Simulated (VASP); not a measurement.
Runs of VASP 6.6.1 on CdTe. The structure is cubic, space group F-43m (No. 216). The conventional cell has a = 6.410 Å, b = 6.410 Å, c = 6.410 Å, α = 90.00°, β = 90.00°, γ = 90.00°. Cd (site symmetry -43m) has 4 Te at 2.78 Å as nearest neighbours. Te (site symmetry -43m) is surrounded by 4 Cd at 2.78 Å. 

```tsv
k mesh	cutoff (eV)	mesh quality	gap on the mesh (eV)	pressure (GPa)
4 × 4 × 4	520	coarse	(a)	4.6
6 × 6 × 6	350	not flagged	0.87	4.1
12 × 12 × 12	520	not flagged	0.87	4.4
10 × 10 × 10	520	not flagged	0.87	4.4
6 × 6 × 6	700	not flagged	0.87	4.4
8 × 8 × 8	520	not flagged	0.87	4.4
6 × 6 × 6	450	not flagged	0.87	4.3
6 × 6 × 6	400	not flagged	0.87	4.1
6 × 6 × 6	300	not flagged	0.87	-
6 × 6 × 6	600	not flagged	0.87	4.4
6 × 6 × 6	520	not flagged	0.87	4.4
```

Alike in all rows: task single point; level PBE; potentials or basis VASP PAW PBE potentials, release 64 (Cd, Te); no spin polarisation; cell as given; smearing gaussian 0.02 eV.

Problem. Estimate the missing entries.

Solution. (a) 0.86.

Caveats: some runs use coarse meshes; spin-orbit coupling is left out, which moves the levels of the heavy elements; the cutoff is under 1.25 times the usual one of these potentials, so pressure, stress and relaxed cells hold a basis-set (Pulay) error (some runs).

A k mesh can miss the band edges, and the runs leave out spin-orbit coupling on Cd, Te.
